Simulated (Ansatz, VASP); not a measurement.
# Cross-check of SiC (Moissanite 3C) between VASP and Ansatz

One calculation is typed for both programs; each brings its own data sets. How far apart do they land? The cell is taken from a series of runs on this material, whose earlier steps may have relaxed, scaled, displaced or heated it; both programs get it as it stands.

Main program and level: Ansatz 0.2.0; plane waves, with VASP 6.6.1 beside it; single point at PBE.

**1. The starting structure**

Symmetry: F-43m, No. 216, cubic system. The conventional cell has a = 4.350 Å, b = 4.350 Å, c = 4.350 Å, α = 90.00°, β = 90.00°, γ = 90.00°. Nearest to C lie 4 Si at 1.88 Å. Si has 4 C at 1.88 Å nearest. Farther neighbours are not listed.

**2. Ansatz: single point, PBE, pair 1**

Ansatz runs on its PAW soft_1 files.

With cell and atoms fixed, the geometry can't cause a difference; cores, projectors, grids and the points listed under the comparison can.

input.yaml

```yaml
crystal:
  lattice:
    - [0.0, 2.1751589102, 2.1751589102]
    - [2.1751589102, 0.0, 2.1751589102]
    - [2.1751589102, 2.1751589102, 0.0]
  atoms:
    - { symbol: C, position: [0.75, 0.75, 0.75] }
    - { symbol: Si, position: [0.0, 0.0, 0.0] }
kpoints:
  mp_grid: { grid: [12, 12, 12] }
hamiltonian:
  xc: pbe
  pseudopotentials: { kind: paw, azcp: { folder: soft_1 } }
scf:
  occupations: { method: gaussian, width: 0.02 }
output:
  forces: true
  stress: true
  eigenvalues: true
```

Started as:

```bash
ansatz run input.yaml --threads 4 --pin off --max-ram 10240MiB --backend cpu --events-out ev --progress --plain --runs-dir out
```

Numbers of over 12 decimals in the logs are rounded to 6 here.

Output:

```text
Engine: ansatz 0.2.0, x86_64-unknown-linux-gnu
Pseudopotentials: kind: paw
Pseudopotential: C, paw, valence charge 4, recommended cutoff 420 eV (normal), soft_1/C.paw.azcp
Pseudopotential: Si, paw, valence charge 4, recommended cutoff 420 eV (normal), soft_1/Si.paw.azcp
Functional definition: PBE
  parameter kappa = 0.804
  parameter beta = 0.066725
  exchange = pbe_x(kappa = kappa, mu = beta*pi^2/3)
  correlation = pbe_c(beta = beta)
Crystal: 2 atoms, lattice volume = 20.583 Å³
Basis set: ecut = 420 eV, 411 PW (Γ), exchange–correlation on 48×48×48 points (8 copies of the dense FFT grid, shifted against one another)
Bands: 8, of which v1, the nominal top of the filled ones, is band 4 counted from 1 (3 counted from 0)
Symmetry: 24 space group operations
Space group: F-43m (ITA 216), of the structure as read, at distance tolerance 2.7e-5 Å
k-points: 72 of 1728 (time reversal used)
Non-local potential: C, projectors of the file, l = 0: 2, l = 1: 2, l = 2: 1
Non-local potential: Si, projectors of the file, l = 0: 2, l = 1: 2, l = 2: 1
PAW form: soft (Blöchl's): semilocal exchange-correlation on the pseudo side does not see the compensation charge
PAW one-centre angular grid: C, 110 points (default); XC on 64 Gauss nodes
PAW one-centre angular grid: Si, 110 points (default); XC on 64 Gauss nodes
Initial density: superposition of atomic densities (chi_scale 0.1, normalization cell, long waves kept (reshape's long-wave potential 0.00 eV rms))
Initial wavefunctions: pseudopotential atomic-orbital guess
Functional: x = pbe(κ = 0.804, μ = 0.219515), c = pbe(β = 0.066725)
SCF iter   1: F=—  HF=-888.668798 eV  |F-HF|=—  |Δ(HF+E_count)|=         —  Δρ=1.39e-1  dr2=4.88e0  ethr=3.10e-3  ⟨swp⟩=6.0  Hψ=4892  notcnv=0
preconditioner: auto → none  [insulator: Δε(μ)=3.277 eV  Ē_g=14.794 eV  σ=0.020 eV  W_gap=1.00  n_scr=0 (ndim 8)  ℏωp=23.1 eV  f_vac=0.000  D(μ)=0.00/eV (n_scr^D=0)  ε∞_Penn≈3.4]
SCF iter   2: F=—  HF=-887.235096 eV  |F-HF|=—  |Δ(HF+E_count)|=    1.43e0  Δρ=4.96e-2  dr2=3.15e-1  ethr=3.10e-3  ⟨swp⟩=3.1  Hψ=1991  notcnv=0
SCF iter   3: F=—  HF=-887.159196 eV  |F-HF|=—  |Δ(HF+E_count)|=   7.59e-2  Δρ=1.98e-2  dr2=4.18e-2  ethr=3.10e-3  ⟨swp⟩=2.3  Hψ=1194  notcnv=0
SCF iter   4: F=—  HF=-887.157050 eV  |F-HF|=—  |Δ(HF+E_count)|=   2.15e-3  Δρ=1.42e-3  dr2=2.77e-4  ethr=5.22e-4  ⟨swp⟩=2.0  Hψ=864  notcnv=0
SCF iter   5: F=—  HF=-887.157168 eV  |F-HF|=—  |Δ(HF+E_count)|=   1.18e-4  Δρ=2.18e-4  dr2=3.23e-6  ethr=3.46e-6  ⟨swp⟩=2.3  Hψ=868  notcnv=0
SCF iter   6: F=—  HF=-887.157180 eV  |F-HF|=—  |Δ(HF+E_count)|=   1.17e-5  Δρ=5.07e-5  dr2=2.59e-7  ethr=1.25e-9  ⟨swp⟩=7.1  Hψ=3459  notcnv=0
SCF iter   7: F=-887.157180 eV  HF=-887.157180 eV  |F-HF|=2.18e-10  |Δ(HF+E_count)|=   6.91e-8  Δρ=5.50e-6  dr2=3.04e-9  ethr=1.25e-9  ⟨swp⟩=4.0  Hψ=1727  notcnv=0
SCF 1 converged in 7 iterations: F = -887.157180 eV  dr2 = 3.04e-9
  greatest PAW one-centre occupation: 0.648 electrons in one spin orbital (limit 2), on the C atom at site 0 (counted from 0), in its partial waves of l = 0
SCF converged after 7 iterations
Free energy (F): -887.157180 eV
Harris-Foulkes:  -887.157180 eV  (|F-HF|=2.18e-10)
Internal energy: -887.157180 eV  (E = F + TS)
E sigma→0 (E₀):  -887.157180 eV
Fermi energy:    10.225883 eV
--- Per-component energies (eV) ---
  E_band       = 29.106929
  E_kinetic    = 133.639675
  E_local      = -95.075683  (includes V_loc(G=0)·N_el)
  E_nonlocal   = 45.214779
  E_hartree    = 31.774303
  E_xc         = -105.761647
  E_vxc        = -108.815852  (∫ρ·V_xc dr)
  E_paw        = -611.661983  (= ΣΔE_a)
  E_vpaw       = -9.404651  (= ΣTr[D̂ρ^β])
  E_aug_tail   = 0.000053  (compensation charges beyond the density's cutoff)
  E_ewald      = -285.286677
  E_smearing   = -0.000000  (= −TS)
  E_closure    = -0.000000  (closes the sum)
  Σ components = -887.157180   (vs F -887.157180, Δ=0.00e0)
--- Forces (eV/Å), atoms counted from 1 ---
  atom   1  C      0.00000000     0.00000000    -0.00000000
  atom   2  Si    -0.00000000     0.00000000     0.00000000
  max |Σ_I F_I| component: 7.40e-17 eV/Å
--- Stress (GPa, compression-positive) ---
        4.477552       0.000000      -0.000000
       -0.000000       4.477552       0.000000
       -0.000000       0.000000       4.477552
  P = ⅓ Tr σ = 4.4776 GPa (44.776 kbar)
--- Band table (eV; the first three rows and the last of 72) ---
  k-point 0: bands = ["-5.9012", "9.5483", "9.5483", "9.5483", "15.8151", "16.8912", "16.8912", "16.8912"]
  k-point 1: bands = ["-5.7649", "8.8207", "9.4532", "9.4532", "16.0544", "17.0447", "17.0671", "17.0671"]
  k-point 2: bands = ["-5.3599", "7.1730", "9.2176", "9.2176", "15.9262", "17.4085", "17.4085", "17.9350"]
  k-point 71: bands = ["-0.6244", "2.5147", "4.5340", "4.8384", "14.7634", "19.0228", "19.0583", "19.3436"]
```

In the SCF lines HF is the Harris–Foulkes energy and dr2 the Hartree energy of the density residual, in eV; the loop may stop once dr2 is under the threshold and the program's other checks hold. Hψ counts applications of the Hamiltonian.

The run ends at a pressure of 4.48 GPa.

**3. VASP: single point, PBE, pair 1**

The same cell, functional, mesh and smearing now go to VASP, with its own data sets.

Lines of VASP's logs that name or quote its potential files are left out, and so is its time.

INCAR

```
SYSTEM = SiC
PREC = Accurate
ENCUT = 600
EDIFF = 1E-06
NELM = 120
ISMEAR = 0
SIGMA = 0.02
LREAL = .FALSE.
ALGO = Normal
GGA = PE
NBANDS = 10
LORBIT = 11
LWAVE = .FALSE.
LCHARG = .FALSE.
ISIF = 2
LASPH = .TRUE.
GGA_COMPAT = .FALSE.
EFERMI = MIDGAP
```

POSCAR

```
SiC
1.0
    0.0000000000      2.1751589102      2.1751589102
    2.1751589102      0.0000000000      2.1751589102
    2.1751589102      2.1751589102      0.0000000000
C Si
1 1
Direct
    0.7500000000      0.7500000000      0.7500000000
    0.0000000000      0.0000000000      0.0000000000
```

KPOINTS

```
Automatic mesh
0
Gamma
12 12 12
0 0 0
```

PAW data sets: C and Si (PBE family, release 64).

Started as:

```bash
mpirun -np 1 vasp_std
```

Output:

```text
[banner, memory and clock lines left out]
running    1 mpi-ranks, on    1 nodes
 distrk:  each k-point on    1 cores,    1 groups
 distr:  one band on    1 cores,    1 groups

 POSCAR found type information on POSCAR C Si
 POSCAR found :  2 types and       2 ions
 LDA part: xc-table for (Slater+PW92), standard interpolation
 POSCAR, INCAR and KPOINTS ok, starting setup
 FFT: planning ... GRIDC
 FFT: planning ... GRID_SOFT
 FFT: planning ... GRID
 WAVECAR not read
 entering main loop
       N       E                     dE             d eps       ncg     rms          rms(c)
DAV:   1     0.516719434477E+01    0.51672E+01   -0.43098E+03  1488   0.759E+02
DAV:   2    -0.162681001019E+02   -0.21435E+02   -0.20338E+02  1882   0.117E+02
DAV:   3    -0.169228165203E+02   -0.65472E+00   -0.65360E+00  1678   0.182E+01
DAV:   4    -0.169255523686E+02   -0.27358E-02   -0.27356E-02  1660   0.147E+00
DAV:   5    -0.169255658890E+02   -0.13520E-04   -0.13520E-04  1666   0.951E-02    0.886E+00
DAV:   6    -0.151164281310E+02    0.18091E+01   -0.67562E+00  1498   0.126E+01    0.391E+00
DAV:   7    -0.150641453594E+02    0.52283E-01   -0.37980E-01  1702   0.381E+00    0.178E+00
DAV:   8    -0.150563905752E+02    0.77548E-02   -0.20643E-02  1488   0.104E+00    0.163E-01
DAV:   9    -0.150565311815E+02   -0.14061E-03   -0.14515E-03  1866   0.234E-01    0.112E-01
DAV:  10    -0.150566366898E+02   -0.10551E-03   -0.20576E-04  1592   0.964E-02    0.243E-02
DAV:  11    -0.150566387863E+02   -0.20965E-05   -0.36974E-05  1638   0.342E-02    0.587E-03
DAV:  12    -0.150566391669E+02   -0.38061E-06   -0.14437E-06   910   0.833E-03
   1 F= -.15056639E+02 E0= -.15056639E+02  d E =0.000000E+00
```

OUTCAR, selected parts (step 3):

```text
ion  position               nearest neighbor table
   1  0.750  0.750  0.750-   2 1.88   2 1.88   2 1.88   2 1.88
   2  0.000  0.000  0.000-   1 1.88   1 1.88   1 1.88   1 1.88

  LATTYP: Found a face centered cubic cell.
 ALAT       =     4.3503178204

 Subroutine GETGRP returns: Found 24 space group operations
 (whereof 24 operations were pure point group operations)

The static configuration has the point symmetry T_d .

 Found     72 irreducible k-points:

   k-points           NKPTS =     72   k-points in BZ     NKDIM =     72   number of bands    NBANDS=     10

   dimension x,y,z NGX =    28 NGY =   28 NGZ =   28
   dimension x,y,z NGXF=    56 NGYF=   56 NGZF=   56

   ENCUT  =  600.0 eV  44.10 Ry    6.64 a.u.   6.14  6.14  6.14*2*pi/ulx,y,z

   NELECT =       8.0000    total number of electrons

 k-points in reciprocal lattice and weights: Automatic mesh
   0.00000000  0.00000000  0.00000000       0.001
   0.08333333  0.00000000  0.00000000       0.005
   0.16666667  0.00000000  0.00000000       0.005
   0.25000000  0.00000000  0.00000000       0.005
   0.33333333  0.00000000  0.00000000       0.005
   0.41666667  0.00000000  0.00000000       0.005
   0.50000000  0.00000000  0.00000000       0.002
   0.08333333  0.08333333  0.00000000       0.003
   0.16666667  0.08333333  0.00000000       0.014
[...]
-0.33333333  0.50000000  0.16666667       0.007
  -0.25000000  0.50000000  0.25000000       0.003

 average (electrostatic) potential at core
       1 -44.7109       2 -80.3010

 E-fermi :   8.8418

 k-point     1 :       0.0000    0.0000    0.0000
  band No.  band energies     occupation
      1      -7.2791      2.00000
      2       8.1655      2.00000
      3       8.1655      2.00000
      4       8.1655      2.00000
      5      14.4611      0.00000
      6      15.5107      0.00000
      7      15.5107      0.00000
      8      15.5107      0.00000
      9      22.7042      0.00000
    ...

 k-point     2 :       0.0833    0.0000    0.0000
  band No.  band energies     occupation
      1      -7.1427      2.00000
      2       7.4387      2.00000
      3       8.0706      2.00000
      4       8.0706      2.00000
      5      14.6958      0.00000
      6      15.6684      0.00000
      7      15.6871      0.00000
      8      15.6871      0.00000
      9      21.9565      0.00000
    ...

 k-point     3 :       0.1667    0.0000    0.0000
  band No.  band energies     occupation
      1      -6.7375      2.00000
      2       5.7922      2.00000
      3       7.8356      2.00000
      4       7.8356      2.00000
      5      14.5576      0.00000
      6      16.0295      0.00000
      7      16.0295      0.00000
      8      16.5683      0.00000
      9      21.1652      0.00000
    ...

  Total        0.5493790      0.5493790      0.5493790      0.0000000      0.0000000      0.0000000
  in kB       42.7641339     42.7641339     42.7641339      0.0000000      0.0000000      0.0000000
  external PRESSURE =      42.7641339 kB  Pullay stress =       0.0000000 kB

  energy-cutoff  :      600.00
  volume of cell :       20.58
      direct lattice vectors                 reciprocal lattice vectors
     0.000000000  2.175158910  2.175158910    -0.229868263  0.229868263  0.229868263
     2.175158910  0.000000000  2.175158910     0.229868263 -0.229868263  0.229868263
     2.175158910  2.175158910  0.000000000     0.229868263  0.229868263 -0.229868263

 POSITION                                       TOTAL-FORCE (eV/Angst)
 -----------------------------------------------------------------------------------
      3.26274      3.26274      3.26274         0.000000      0.000000      0.000000
      0.00000      0.00000      0.00000        -0.000000     -0.000000     -0.000000
 -----------------------------------------------------------------------------------
    total drift:                                0.000000      0.000000      0.000000

  FREE ENERGIE OF THE ION-ELECTRON SYSTEM (eV)
  ---------------------------------------------------
  free  energy   TOTEN  =       -15.0566391669 eV

  energy  without entropy=      -15.0566391669  energy(sigma->0) =      -15.05663917

 total charge
# of ion       s       p       d       tot
------------------------------------------
    1        0.836   1.715   0.000   2.551
    2        0.708   0.976   0.000   1.684
--------------------------------------------------
tot          1.544   2.690   0.000   4.235

[... 3 further parts left out ...]
```

The run ends at a pressure of 4.28 GPa.

**4. Side by side**

Known differences besides the potentials themselves: the cutoff is 420 eV in Ansatz and 600 eV in VASP. Total energies have different zeros and are not compared.

The two programs side by side:

```tsv
quantity	Ansatz	VASP	difference
pressure (GPa)	4.48	4.28	+0.20
gap on the k mesh (eV)	1.355	1.353	+0.003
```

A gap on the mesh is an upper bound, since the band edges may lie between its points.

**5. Ansatz: single point, PBE, pair 2**

With cell and atoms fixed, the geometry can't cause a difference; cores, projectors, grids and the points listed under the comparison can. The cell compared in this pair holds 20.16 Å³, against 20.58 Å³ for the pair before.

The cell is taken from a series of runs on this material, whose earlier steps may have relaxed, scaled, displaced or heated it; both programs get it as it stands.

input.yaml, the sections that differ from step 2:

```yaml
crystal:
  lattice:
    - [0.0, 2.1602600939, 2.1602600939]
    - [2.1602600939, 0.0, 2.1602600939]
    - [2.1602600939, 2.1602600939, 0.0]
  atoms:
    - { symbol: C, position: [0.75, 0.75, 0.75] }
    - { symbol: Si, position: [0.0, 0.0, 0.0] }
# kpoints, hamiltonian, scf, output: as in step 2
```

Started as:

```bash
ansatz run input.yaml --threads 4 --pin off --max-ram 10240MiB --backend cpu --events-out ev --progress --plain --runs-dir out
```

Output:

```text
[...]
Crystal: 2 atoms, lattice volume = 20.163 Å³
Basis set: ecut = 420 eV, 411 PW (Γ), exchange–correlation on 48×48×48 points (8 copies of the dense FFT grid, shifted against one another)
Bands: 8, of which v1, the nominal top of the filled ones, is band 4 counted from 1 (3 counted from 0)
Symmetry: 24 space group operations
[...]
k-points: 72 of 1728 (time reversal used)
[...]
Free energy (F): -887.139059 eV
[...]
Internal energy: -887.139059 eV  (E = F + TS)
E sigma→0 (E₀):  -887.139059 eV
Fermi energy:    10.479133 eV
[...]
--- Stress (GPa, compression-positive) ---
        9.417997       0.000000      -0.000000
       -0.000000       9.417997       0.000000
       -0.000000       0.000000       9.417997
  P = ⅓ Tr σ = 9.4180 GPa (94.180 kbar)
--- Band table (eV; the first three rows and the last of 72) ---
[...]
[key lines of the parts left out:]
SCF converged after 7 iterations
```

The run ends at a pressure of 9.42 GPa.

**6. VASP: single point, PBE, pair 2**

The same cell, functional, mesh and smearing now go to VASP, with its own data sets.

INCAR is that of step 3.

POSCAR

```
SiC
1.0
    0.0000000000      2.1602600939      2.1602600939
    2.1602600939      0.0000000000      2.1602600939
    2.1602600939      2.1602600939      0.0000000000
C Si
1 1
Direct
    0.7500000000      0.7500000000      0.7500000000
    0.0000000000      0.0000000000      0.0000000000
```

KPOINTS is that of step 3.

Started as:

```bash
mpirun -np 1 vasp_std
```

Output:

```text
[... set-up lines as in an earlier step ...]
 entering main loop
       N       E                     dE             d eps       ncg     rms          rms(c)
DAV:   1     0.619764152676E+01    0.61976E+01   -0.44561E+03  1488   0.764E+02
DAV:   2    -0.162588552292E+02   -0.22456E+02   -0.20717E+02  1908   0.119E+02
DAV:   3    -0.169635959244E+02   -0.70474E+00   -0.70325E+00  1722   0.184E+01
DAV:   4    -0.169663044304E+02   -0.27085E-02   -0.27083E-02  1676   0.139E+00
[...]
DAV:  10    -0.150386557877E+02   -0.10151E-03   -0.19553E-04  1574   0.949E-02    0.242E-02
DAV:  11    -0.150386577976E+02   -0.20098E-05   -0.34141E-05  1632   0.333E-02    0.580E-03
DAV:  12    -0.150386581691E+02   -0.37150E-06   -0.13205E-06   878   0.804E-03
   1 F= -.15038658E+02 E0= -.15038658E+02  d E =0.000000E+00
```

[end of part 1 of 2]

[Lines on the potential files, build, host, timing and source positions are cut from VASP's logs without a mark.]

[Logs are printed without paths, hosts, clocks, repeated set-up lines and the standing remarks that a program may print on its own settings, such as how far it seeks lower states.]

[Hosts, paths, dates, database ids (printed as entryN), source tags and the programs' standing remarks are cut or masked in the printed files.]
